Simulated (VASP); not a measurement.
Input:

```
CELL_PARAMETERS angstrom
      0.00000     2.79092     2.79092
      2.79092     0.00000     2.79092
      2.79092     2.79092     0.00000
ATOMIC_POSITIONS crystal
  Na 0.00000 0.00000 0.00000
  Cl 0.50000 0.50000 0.50000
```

All values below come from r2SCAN meta-GGA, VASP's PBE PAW potentials (set 64) (plane waves; VASP). Numerical set-up: 400 eV cut-off, 9×9×9 Γ-centred mesh, tetrahedra with Blöchl corrections, potentials Na_pv Cl.

Task: Give the energies of bands 5 to 9 at the high-symmetry points, in eV from the valence-band maximum.

Result: 
| band | Γ | X | U | L | W |
|---|---|---|---|---|---|
| 5 | 0.00 | -1.77 | -1.50 | -2.02 | -1.27 |
| 6 | 0.00 | -0.64 | -1.18 | -0.30 | -1.27 |
| 7 | 0.00 | -0.64 | -0.54 | -0.30 | -0.80 |
| 8 | 6.05 | 8.53 | 9.04 | 8.00 | 9.89 |
| 9 | 11.79 | 8.58 | 9.92 | 11.84 | 10.46 |

The gap is direct, 6.05 eV, from the valence maximum at Γ to the conduction minimum at Γ.

Measured: gap 8.97 eV (computed value off by -2.92 eV), as given by Wei Chen et al., Physical Review Materials (2018), doi:10.1103/physrevmaterials.2.073803.

The compound is NaCl in the rock salt structure. It was relaxed first.
